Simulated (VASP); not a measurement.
Here is the system:

```yaml
crystal:
  lattice:
    - [0.00000, 2.11054, 2.11054]
    - [2.11054, 0.00000, 2.11054]
    - [2.11054, 2.11054, 0.00000]
  atoms:
    - { symbol: Ga, position: [0.00000, 0.00000, 0.00000] }
    - { symbol: N, position: [0.50000, 0.50000, 0.50000] }
```

The numbers are results of PBEsol GGA, VASP's PBE PAW potentials (set 64) (plane waves; VASP), not measurements. Run with 620 eV cut-off, 11×11×11 Γ-centred mesh, Gaussian smearing of 0.050 eV, potentials Ga_d N.

Question: What does the run give for the energy per atom (σ→0)?

Answer: 
```yaml
energy per atom (σ→0): -6.131 eV/atom
```

The absolute energy has meaning only against runs of the same code, potentials and settings.

The structure was generated: GaN was put into the rock salt type (Fm-3m), which need not be its known phase. It was relaxed first.
